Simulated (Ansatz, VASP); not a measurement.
## Bi (Bismuth): VASP beside Ansatz

One calculation is typed for both programs; each brings its own data sets. How far apart do they land? The structure shown is the end of the Ansatz relaxation below.

Main program and level: Ansatz 0.2.0; plane waves, with VASP 6.6.1 beside it; single point at PBEsol.

## (1) Set-up

It takes space group R-3m (No. 166, trigonal). The conventional cell has a = 4.550 Å, b = 4.550 Å, c = 11.419 Å, α = 90.00°, β = 90.00°, γ = 120.00°. Nearest to Bi lie 6 Bi at 3.09 to 3.42 Å.

## (2) Ansatz: relaxation, PBEsol

Ansatz runs on its PAW soft_1 files.

This run makes the geometry at which the two programs are then compared.

The input, input.yaml:

```yaml
crystal:
  lattice:
    - [2.2688080365, 1.3098969306, 3.806229476]
    - [-2.2688080365, 1.3098969306, 3.806229476]
    - [0.0, -2.6197938612, 3.806229476]
  atoms:
    - { symbol: Bi, position: [0.2371260597, 0.2371260611, 0.2371260597] }
    - { symbol: Bi, position: [0.7628739403, 0.7628739389, 0.7628739403] }
  conventional_axes: [[1, -1, 0], [0, 1, -1], [1, 1, 1]]
kpoints:
  mp_grid: { grid: [12, 12, 12] }
hamiltonian:
  xc: pbesol
  pseudopotentials: { kind: paw, azcp: { folder: soft_1 }, xc_functional: pbe }
scf:
  occupations: { method: methfessel_paxton, width: 0.2 }
output:
  forces: true
  stress: true
  eigenvalues: true
relax:
  adjacent_minimum: "off"
  f_tol: 0.001
  max_steps: 60
  cell: { stress_tol: 0.01, fix: [c, angles] }
```

On the command line:

```
ansatz run input.yaml --threads 4 --pin off --max-ram 10240MiB --backend cpu --events-out ev --progress --plain --runs-dir out
```

Numbers of over 12 decimals in the logs are rounded to 6 here.

Output:

```text
Warning: crystal.symmetry: narrowed to the stabiliser of the fixed cell quantities (relax.cell.fix) — unitary ops 12 → 4. The narrowing is safe, since a smaller group never makes results wrong: the run goes on under it, on as many k-points as the starting group would need, or more. Excluded: 8 operations that would move a fixed cell quantity at a test strain (relax.cell.fix fixes c, alpha, beta, gamma). The cell can leave their symmetry as it relaxes.
Engine: ansatz 0.2.0, aarch64-unknown-linux-gnu
Pseudopotentials: kind: paw
Pseudopotential: Bi, paw, valence charge 15, recommended cutoff 420 eV (normal), soft_1/Bi.paw.azcp
Functional definition: PBEsol
  exchange = pbesol_x
  correlation = pbesol_c
Crystal: 2 atoms, lattice volume = 67.871 Å³
Basis set: ecut = 420 eV, 1327 PW (Γ), exchange–correlation on 64×64×64 points (8 copies of the dense FFT grid, shifted against one another)
Bands: 19, of which v1, the nominal top of the filled ones, is band 15 counted from 1 (14 counted from 0)
Symmetry: 4 space group operations
k-points: 476 of 1728
Non-local potential: Bi, projectors of the file, l = 0: 2, l = 1: 2, l = 2: 2, l = 3: 1
PAW form: soft (Blöchl's): semilocal exchange-correlation on the pseudo side does not see the compensation charge
PAW frozen core: Bi, regenerated for the run's functional, and the local potential with it (the file was generated under x = pbe(κ = 0.804, μ = 0.219515), c = pbe(β = 0.066725))
PAW one-centre angular grid: Bi, 590 points (default); XC on 64 Gauss nodes
Initial density: superposition of atomic densities (chi_scale 0.1, normalization cell)
Initial wavefunctions: pseudopotential atomic-orbital guess
Functional: x = pbesol(κ = 0.804, μ = 0.123457), c = pbesol(β = 0.046)
SCF iter   1: F=—  HF=-24488.940565 eV  |F-HF|=—  |Δ(HF+E_count)|=         —  Δρ=1.11e-2  dr2=7.02e-2  ethr=3.10e-3  ⟨swp⟩=5.4  Hψ=43540  notcnv=0
preconditioner: auto → Kerker (q_TF=auto, 2.381 Å⁻¹)  [metal: Δε(μ)=0.040 eV  Ē_g=20.268 eV  σ=0.200 eV  W_gap=0.17  n_scr=14 (ndim 8)  ℏωp=24.7 eV  f_vac=0.000  D(μ)=0.21/eV (n_scr^D=0)]
SCF iter   2: F=—  HF=-24488.931660 eV  |F-HF|=—  |Δ(HF+E_count)|=   8.91e-3  S|Δr|=    0.00e0  Δρ=7.14e-3  dr2=3.00e-2  ethr=2.34e-4  ⟨swp⟩=1.0  Hψ=12852  notcnv=0
SCF iter   3: F=—  HF=-24488.928035 eV  |F-HF|=—  |Δ(HF+E_count)|=   3.62e-3  S|Δr|=    0.00e0  Δρ=8.48e-4  dr2=6.96e-4  ethr=1.00e-4  ⟨swp⟩=2.0  Hψ=16190  notcnv=0
SCF iter   4: F=—  HF=-24488.928001 eV  |F-HF|=—  |Δ(HF+E_count)|=   3.45e-5  S|Δr|=    0.00e0  Δρ=3.46e-4  dr2=9.75e-5  ethr=2.32e-6  ⟨swp⟩=2.0  Hψ=16188  notcnv=0
SCF iter   5: F=—  HF=-24488.927996 eV  |F-HF|=—  |Δ(HF+E_count)|=   4.63e-6  S|Δr|=    0.00e0  Δρ=1.39e-4  dr2=2.26e-5  ethr=3.25e-7  ⟨swp⟩=2.0  Hψ=14993  notcnv=0
SCF iter   6: F=—  HF=-24488.927996 eV  |F-HF|=—  |Δ(HF+E_count)|=   1.35e-7  S|Δr|=    0.00e0  Δρ=3.12e-5  dr2=1.08e-6  ethr=7.52e-8  ⟨swp⟩=3.0  Hψ=16202  notcnv=0
SCF iter   7: F=-24488.927996 eV  HF=-24488.927996 eV  |F-HF|=1.19e-8  |Δ(HF+E_count)|=   5.44e-8  S|Δr|=    0.00e0  Δρ=5.39e-6  dr2=3.90e-8  ethr=3.33e-10  ⟨swp⟩=3.0  Hψ=36910  notcnv=0
SCF 1 converged in 7 iterations: F = -24488.927996 eV  dr2 = 3.90e-8
  greatest PAW one-centre occupation: 0.988 electrons in one spin orbital (limit 2), on the Bi atom at site 1 (counted from 0), in its partial waves of l = 2
relax step   1: F+E_penalty+E_count = -24488.92799622 eV  Δ(F+E_penalty+E_count) = +0.000e0 eV  max|allowed force component| = 5.209e-2 eV/Å  Δτ_max = 0.0000 Å  P = +0.591 GPa  Ω = 67.871 Å³  fix = [c, alpha, beta, gamma]  reactions: c +0.979 GPa; alpha -0.000, beta +0.000, gamma -0.000 GPa/rad  (7 SCF iters, dr2 threshold 1.00e-7 eV, accepted)
[...]
relax step   2: F+E_penalty+E_count = -24488.92841157 eV  Δ(F+E_penalty+E_count) = -4.153e-4 eV  max|allowed force component| = 2.583e-2 eV/Å  Δτ_max = 0.0074 Å  P = -0.012 GPa  Ω = 68.472 Å³  energy of the carried Pulay correction = -4.245e-5 eV  fix = [c, alpha, beta, gamma]  reactions: c +0.450 GPa; alpha +0.000, beta -0.000, gamma -0.000 GPa/rad  (4 SCF iters, dr2 threshold 2.00e-7 eV, accepted)
[...]
relax step   3: F+E_penalty+E_count = -24488.92867249 eV  Δ(F+E_penalty+E_count) = -2.609e-4 eV  max|allowed force component| = 1.521e-4 eV/Å  Δτ_max = 0.0024 Å  P = +0.208 GPa  Ω = 68.240 Å³  energy of the carried Pulay correction = -2.610e-5 eV  fix = [c, alpha, beta, gamma]  reactions: c +0.640 GPa; alpha +0.000, beta -0.000, gamma +0.000 GPa/rad  (4 SCF iters, dr2 threshold 1.47e-7 eV, accepted)
[...]
relax step   4: F+E_penalty+E_count = -24488.92869886 eV  Δ(F+E_penalty+E_count) = -2.637e-5 eV  max|allowed force component| = 1.306e-4 eV/Å  Δτ_max = 0.0000 Å  P = +0.208 GPa  Ω = 68.240 Å³  fix = [c, alpha, beta, gamma]  reactions: c +0.640 GPa; alpha +0.000, beta -0.000, gamma +0.000 GPa/rad  stress off target by 7.50e-3 GPa on what of the cell is left free  SCF on the basis re-selected at this cell (its energy is not comparable with the rows above)  (6 SCF iters)
basis re-selected at this cell: Δ(F+E_penalty+E_count) = -2.637e-5 eV, ΔP = +0.000 GPa vs the last step (what re-selecting the basis moved, of the pressure what is left beyond the Pulay correction that the steps carried, after the strain that the cell walked since its last selection, with what the two solves' SCF thresholds leave and, on support functions, any second-order correction that the steps lacked; it is no m [...]
SCF converged after 6 iterations
Stability not checked: this state was not tested for a lower state beside it, because cold or Methfessel-Paxton smearing, or corrected tetrahedra, fill the levels in a way that the test cannot read (fill_not_monotonic; see scf.lower_state_search)
Free energy (F): -24488.928699 eV
Harris-Foulkes:  -24488.928699 eV  (|F-HF|=1.46e-11)
Internal energy: -24488.930575 eV  (E = F + TS)
E sigma→0 (E₀):  -24488.929168 eV
Entropy (-TS):   0.001876 eV (0.938 meV/atom)
Fermi energy:    10.001937 eV
--- Per-component energies (eV) ---
  E_band       = -208.461815
  E_kinetic    = 508.912867
  E_local      = -2661.108631  (includes V_loc(G=0)·N_el)
  E_nonlocal   = 820.652088
  E_hartree    = 988.308944
  E_xc         = -300.702254
  E_vxc        = -261.762861  (∫ρ·V_xc dr)
  E_paw        = -21019.205417  (= ΣΔE_a)
  E_vpaw       = -591.773576  (= ΣTr[D̂ρ^β])
  E_aug_tail   = 0.000412  (compensation charges beyond the density's cutoff)
  E_ewald      = -2825.968172
  E_core_change = 0.179589  (= ΣΔE_core)
  E_smearing   = 0.001876  (= −TS)
  E_closure    = 0.000000  (closes the sum)
  Σ components = -24488.928699   (vs F -24488.928699, Δ=0.00e0)
--- Forces (eV/Å), atoms counted from 1 ---
  atom   1  Bi     0.00000000    -0.00000000    -0.00013058
  atom   2  Bi    -0.00000000     0.00000000     0.00013058
  max |Σ_I F_I| component: 0.00e0 eV/Å
--- Stress (GPa, compression-positive) ---
       -0.007498      -0.000000       0.000000
       -0.000000      -0.007498      -0.000000
        0.000000      -0.000000       0.640226
  P = ⅓ Tr σ = 0.2084 GPa (2.084 kbar)
--- Band table (eV; the first three rows and the last of 476) ---
  k-point 0: bands = [... 11 lower, 2.6476, 8.6491, 8.6869, 8.6869, 12.8133, 13.1199, 13.1199, 15.5752]
  k-point 1: bands = [... 11 lower, 2.4760, 8.6703, 8.6954, 8.7295, 12.6297, 12.7795, 12.9163, 15.1684]
  k-point 2: bands = [... 11 lower, 2.0085, 8.7119, 8.7255, 8.8503, 11.9678, 12.2859, 12.4172, 14.9620]
  k-point 475: bands = [... 11 lower, -0.1834, 9.0978, 9.4280, 9.4280, 10.4059, 10.4059, 10.4498, 17.4211]
--- Relaxed structure (3 steps of the walk, 3 accepted, 1 SCFs on fresh bases) ---
  F+E_penalty+E_count = -24488.92869886 eV   max|allowed force component| = 1.306e-4 eV/Å   (the final SCF, on the basis selected at the relaxed cell)
  cell:  # Å, volume = 68.2400 Å³
    - [2.274976, 1.313458, 3.806229476]
    - [-2.274976, 1.313458, 3.806229476]
    - [7.455336027102289e-19, -2.626916, 3.806229476]
  atoms:
    - { symbol: Bi, position: [0.237564, 0.237564, 0.237564] }
    - { symbol: Bi, position: [0.762436, 0.762436, 0.762436] }
```

The column dr2 measures how far the density is from self-consistency, as an energy; F and HF (Harris–Foulkes) agree once it is small.

## (3) VASP: single point, PBEsol, pair 1

The same cell, functional, mesh and smearing now go to VASP, with its own data sets.

Lines of VASP's logs that name or quote its potential files are left out, and so is its time.

The input, INCAR:

```
SYSTEM = Bi
PREC = Accurate
ENCUT = 500
EDIFF = 1E-06
NELM = 120
ISMEAR = 1
SIGMA = 0.2
LREAL = .FALSE.
ALGO = Normal
GGA = PS
NBANDS = 21
LORBIT = 11
LWAVE = .FALSE.
LCHARG = .FALSE.
ISIF = 2
LASPH = .TRUE.
GGA_COMPAT = .FALSE.
KPAR = 2
```

The input, POSCAR:

```
Bi
1.0
    2.2749757716      1.3134578742      3.8062294760
   -2.2749757716      1.3134578742      3.8062294760
    0.0000000000     -2.6269157483      3.8062294760
Bi
2
Direct
    0.2375644718      0.2375644719      0.2375644718
    0.7624355282      0.7624355283      0.7624355282
```

The input, KPOINTS:

```
Automatic mesh
0
Gamma
12 12 12
0 0 0
```

The projector-augmented-wave data sets are Bi_d (PBE family, release 64).

On the command line:

```
mpirun -np 2 vasp_std
```

Output:

```text
[banner, memory and clock lines left out]
running    2 mpi-ranks, on    1 nodes
 distrk:  each k-point on    1 cores,    2 groups
 distr:  one band on    1 cores,    1 groups

 POSCAR found type information on POSCAR Bi
 POSCAR found :  1 types and       2 ions
|                                                                             |
|               ----> ADVICE to this user running VASP <----                  |
|                                                                             |
|     You enforced a specific xc type in the INCAR file but a different       |
|     [... a line on the potential file left out ...]
|     I HOPE YOU KNOW WHAT YOU ARE DOING!                                     |
|                                                                             |

 LDA part: xc-table for (Slater+PW92), standard interpolation
 POSCAR, INCAR and KPOINTS ok, starting setup
 FFT: planning ... GRIDC
 FFT: planning ... GRID_SOFT
 FFT: planning ... GRID
 WAVECAR not read
 entering main loop
       N       E                     dE             d eps       ncg     rms          rms(c)
DAV:   1     0.300447466247E+03    0.30045E+03   -0.16044E+04  7938   0.169E+03
DAV:   2     0.165441991389E+02   -0.28390E+03   -0.27780E+03  8023   0.440E+02
DAV:   3    -0.774475599602E+01   -0.24289E+02   -0.23973E+02  9466   0.146E+02
DAV:   4    -0.858015631549E+01   -0.83540E+00   -0.83480E+00  9494   0.297E+01
DAV:   5    -0.861713277455E+01   -0.36976E-01   -0.36976E-01 11285   0.558E+00    0.103E+00
DAV:   6    -0.860628436414E+01    0.10848E-01   -0.20803E-02 10156   0.169E+00    0.599E-01
DAV:   7    -0.860217201213E+01    0.41124E-02   -0.12790E-02 10323   0.138E+00    0.120E-01
DAV:   8    -0.860211738766E+01    0.54624E-04   -0.13520E-03  9207   0.466E-01    0.156E-02
DAV:   9    -0.860212302551E+01   -0.56378E-05   -0.58480E-05 11897   0.699E-02    0.697E-03
DAV:  10    -0.860212249497E+01    0.53054E-06   -0.21393E-06  7803   0.107E-02
   1 F= -.86021225E+01 E0= -.86027522E+01  d E =0.188926E-02
```

OUTCAR, selected parts (step 3):

```text
ion  position               nearest neighbor table
   1  0.238  0.238  0.238-   2 3.09   2 3.09   2 3.09   2 3.42   2 3.42   2 3.42
   2  0.762  0.762  0.762-   1 3.09   1 3.09   1 3.09   1 3.42   1 3.42   1 3.42

  LATTYP: Found a trigonal (rhomboedric) cell.
 ALAT       =     4.6247236861
 COS(alpha) =     0.5160372150

 Subroutine GETGRP returns: Found 12 space group operations
 (whereof 12 operations were pure point group operations)

The static configuration has the point symmetry D_3d.

 Found    189 irreducible k-points:

   k-points           NKPTS =    189   k-points in BZ     NKDIM =    189   number of bands    NBANDS=     21

   dimension x,y,z NGX =    36 NGY =   36 NGZ =   36
   dimension x,y,z NGXF=    72 NGYF=   72 NGZF=   72

   ENCUT  =  500.0 eV  36.75 Ry    6.06 a.u.   8.43  8.43  8.43*2*pi/ulx,y,z

   NELECT =      30.0000    total number of electrons

 k-points in reciprocal lattice and weights: Automatic mesh
   0.00000000  0.00000000  0.00000000       0.001
   0.08333333 -0.00000000  0.00000000       0.003
   0.16666667  0.00000000  0.00000000       0.003
   0.25000000  0.00000000  0.00000000       0.003
   0.33333333  0.00000000 -0.00000000       0.003
   0.41666667  0.00000000  0.00000000       0.003
   0.50000000  0.00000000  0.00000000       0.002
   0.08333333  0.08333333 -0.00000000       0.003
   0.16666667  0.08333333  0.00000000       0.007
[...]
-0.41666667  0.50000000  0.41666667       0.003
   0.50000000  0.50000000  0.50000000       0.001

 average (electrostatic) potential at core
       1-104.0405       2-104.0405

 E-fermi :   6.4894

 k-point     1 :       0.0000    0.0000    0.0000
  band No.  band energies     occupation
    ...
     11      -6.7353      2.00000
     12      -0.8662      2.00000
     13       5.1362      2.00000
     14       5.1729      2.00000
     15       5.1729      2.00000
     16       9.2953     -0.00000
     17       9.6052     -0.00000
     18       9.6052     -0.00000
     19      12.0680      0.00000
     20      12.0680      0.00000
    ...

 k-point     2 :       0.0833   -0.0000    0.0000
  band No.  band energies     occupation
    ...
     11      -6.6686      2.00000
     12      -1.0378      2.00000
     13       5.1572      2.00000
     14       5.1814      2.00000
     15       5.2158      2.00000
     16       9.1130     -0.00000
     17       9.2650     -0.00000
     18       9.4022     -0.00000
     19      11.6608      0.00000
     20      12.0692      0.00000
    ...

 k-point     3 :       0.1667    0.0000    0.0000
  band No.  band energies     occupation
    ...
     11      -6.4699      2.00000
     12      -1.5052      2.00000
     13       5.1987      2.00000
     14       5.2114      2.00000
     15       5.3369      2.00000
     16       8.4541     -0.00000
     17       8.7708     -0.00000
     18       8.9041     -0.00000
     19      11.4536      0.00000
     20      12.2761      0.00000
    ...

  Total       -0.0324850     -0.0324850      0.2445286      0.0000000      0.0000000      0.0000000
  in kB       -0.7627016     -0.7627016      5.7411788      0.0000000      0.0000000      0.0000000
  external PRESSURE =       1.4052585 kB  Pullay stress =       0.0000000 kB

  energy-cutoff  :      500.00
  volume of cell :       68.24
      direct lattice vectors                 reciprocal lattice vectors
     2.274975772  1.313457874  3.806229476     0.219782560  0.126891520  0.087575732
    -2.274975772  1.313457874  3.806229476    -0.219782560  0.126891520  0.087575732
     0.000000000 -2.626915748  3.806229476     0.000000000 -0.253783041  0.087575732

 POSITION                                       TOTAL-FORCE (eV/Angst)
 -----------------------------------------------------------------------------------
     -0.00000      0.00000      2.71267         0.000000      0.000000      0.002848
     -0.00000      0.00000      8.70601         0.000000     -0.000000     -0.002848
 -----------------------------------------------------------------------------------
    total drift:                                0.000000     -0.000000     -0.000001

  FREE ENERGIE OF THE ION-ELECTRON SYSTEM (eV)
  ---------------------------------------------------
  free  energy   TOTEN  =        -8.6021224950 eV

  energy  without entropy=       -8.6040117545  energy(sigma->0) =       -8.60275225

 total charge
# of ion       s       p       d       tot
------------------------------------------
    1        1.525   1.356   9.915  12.796
    2        1.525   1.356   9.915  12.796
--------------------------------------------------
tot          3.051   2.712  19.830  25.593

[... 3 further parts left out ...]
```

The run ends at a pressure of 0.14 GPa, with forces up to 0.0028 eV/Å.

## (4) Differences

Known differences besides the potentials themselves: the cutoff is 420 eV in Ansatz and 500 eV in VASP; Ansatz makes its cores anew for this functional, VASP keeps those of its PBE data sets; Ansatz's pressure holds a Pulay correction, VASP's none. Total energies have different zeros and are not compared.

The two programs side by side:

```tsv
quantity	Ansatz	VASP	difference
pressure (GPa)	0.21	0.14	+0.07
```

At this near-relaxed geometry the largest component of a force difference is 3 meV/Å.

## (5) Ansatz: relaxation, PBEsol

This run makes the geometry at which the two programs are then compared. The cell compared in this pair holds 68.56 Å³, against 68.24 Å³ for the pair before.

The structure compared here is the end of the Ansatz relaxation.

input.yaml, the sections that differ from step 2:

```yaml
crystal:
  lattice:
    - [2.2627711995, 1.3064115611, 3.8450685523]
    - [-2.2627711995, 1.3064115611, 3.8450685523]
    - [0.0, -2.6128231222, 3.8450685523]
  atoms:
    - { symbol: Bi, position: [0.2366793767, 0.2366793767, 0.2366793767] }
    - { symbol: Bi, position: [0.7633206233, 0.7633206233, 0.7633206233] }
  conventional_axes: [[1, -1, 0], [0, 1, -1], [1, 1, 1]]
# kpoints, hamiltonian, scf, output, relax: as in step 2
```

On the command line:

```
ansatz run input.yaml --threads 4 --pin off --max-ram 10240MiB --backend cpu --events-out ev --progress --plain --runs-dir out
```

Output:

```text
[...]
Crystal: 2 atoms, lattice volume = 68.199 Å³
Basis set: ecut = 420 eV, 1333 PW (Γ), exchange–correlation on 64×64×64 points (8 copies of the dense FFT grid, shifted against one another)
Bands: 19, of which v1, the nominal top of the filled ones, is band 15 counted from 1 (14 counted from 0)
Symmetry: 4 space group operations
k-points: 476 of 1728
[...]
--- Relaxed structure (3 steps of the walk, 3 accepted, 1 SCFs on fresh bases) ---
[...]
cell:  # Å, volume = 68.5631 Å³
    - [2.268808, 1.309897, 3.8450685523]
    - [-2.268808, 1.309897, 3.8450685523]
    - [-7.260075409775833e-19, -2.619794, 3.8450685523]
  atoms:
    - { symbol: Bi, position: [0.237126, 0.237126, 0.237126] }
    - { symbol: Bi, position: [0.762874, 0.762874, 0.762874] }
[key lines of the parts left out:]
SCF converged after 6 iterations
Free energy (F): -24488.930776 eV
Fermi energy:    9.936879 eV
P = ⅓ Tr σ = 0.0988 GPa (0.988 kbar)
```

(Part 1 of 2 ends here.)

[Lines on the potential files, build, host, timing and source positions are cut from VASP's logs without a mark.]

[Logs are printed without paths, hosts, clocks, repeated set-up lines and the standing remarks that a program may print on its own settings, such as how far it seeks lower states.]

[Hosts, paths, dates, database ids (printed as entryN), source tags and the programs' standing remarks are cut or masked in the printed files.]
